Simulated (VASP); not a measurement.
Sn2Bi2O:

```
Sn Bi O
1.0
     6.28298    0.00000    0.00000
     0.00000    6.28298    0.00000
     0.00000    0.00000    6.56672
Sn Bi O
4 4 2
Direct
  0.50000 0.68478 0.00000
  0.50000 0.31522 0.00000
  0.68478 0.50000 0.50000
  0.31522 0.50000 0.50000
  0.00000 0.77618 0.00000
  0.00000 0.22382 0.00000
  0.77618 0.00000 0.50000
  0.22382 0.00000 0.50000
  0.00000 0.00000 0.75000
  0.00000 0.00000 0.25000
```

The cell was built by a generator and needn't be a form met in nature.

| Quantity | Value |
| --- | --- |
| Program | VASP 6.6.1 |
| Task | relaxation of cell and atoms |
| Functional | PBE |
| Potentials or basis | VASP PAW PBE potentials, release 64 (Sn_d, Bi_d, O) |
| Cutoff | 520 eV |
| k mesh | 3 × 3 × 2 |
| Occupations | gaussian, width 0.15 eV |
| Spin | no spin polarisation |

At the start: pressure 18.1 GPa; volume 25.92 Å³/atom.

How do energy, volume and symmetry change on relaxing?

Over 18 steps the energy falls by 668.5 meV/atom and the volume is 27.23 Å³/atom (+5.0 %); space group P4_2/mmc (No. 131, to 0.05 Å).

The path:
| step | energy change (eV) | largest force (eV/Å) | pressure (GPa) | volume (Å³) |
| --- | --- | --- | --- | --- |
| 1 | 0.0000 | 7.3095 | 18.09 | 259.23 |
| 2 | -2.1389 | 1.3259 | -8.63 | 385.26 |
| 3 | -5.3511 | 0.6415 | -2.98 | 314.03 |
| 4 | -5.3701 | 0.7303 | -2.65 | 311.44 |
| 5 | -5.3751 | 0.8488 | -2.05 | 308.09 |
| 6 | -5.6763 | 0.6322 | -0.55 | 294.15 |
| 7 | -5.8653 | 0.7231 | 1.46 | 277.09 |
| 8 | -5.8742 | 0.7564 | 2.51 | 270.67 |
| 9 | -6.0511 | 0.3125 | 1.76 | 270.47 |
| 10 | -6.1355 | 0.3144 | 1.13 | 270.26 |
| 11 | -6.0986 | 1.4315 | 0.21 | 269.75 |
| 12 | -6.1518 | 0.6284 | 0.64 | 270.12 |
| 13 | -6.3149 | 0.5334 | -0.01 | 272.68 |
| 14 | -6.5340 | 0.3725 | -1.28 | 277.51 |
| 15 | -6.4876 | 0.3333 | -2.59 | 285.18 |
| 16 | -6.6024 | 0.3732 | -2.00 | 280.65 |
| 17 | -6.6657 | 0.3826 | 0.60 | 268.29 |
| 18 | -6.6854 | 0.0770 | -0.24 | 272.26 |

Final structure:
```xyz
10
Lattice="6.9044 0.0000 0.0000 0.0000 6.9044 0.0000 0.0000 0.0000 5.7113" Properties=species:S:1:pos:R:3 pbc="T T T"
Sn    3.4522    5.3037    0.0000
Sn    3.4522    1.6007    0.0000
Sn    5.3037    3.4522    2.8556
Sn    1.6007    3.4522    2.8556
Bi    0.0000    5.0748    0.0000
Bi    0.0000    1.8296    0.0000
Bi    5.0748    0.0000    2.8556
Bi    1.8296    0.0000    2.8556
O     0.0000    0.0000    4.2835
O     0.0000    0.0000    1.4278
```

Caveat: the k mesh is coarse (spacing up to 0.48 Å⁻¹), so the values aren't converged; the relaxation stopped at a loose force limit of 0.08 eV/Å, so its end isn't a converged minimum.
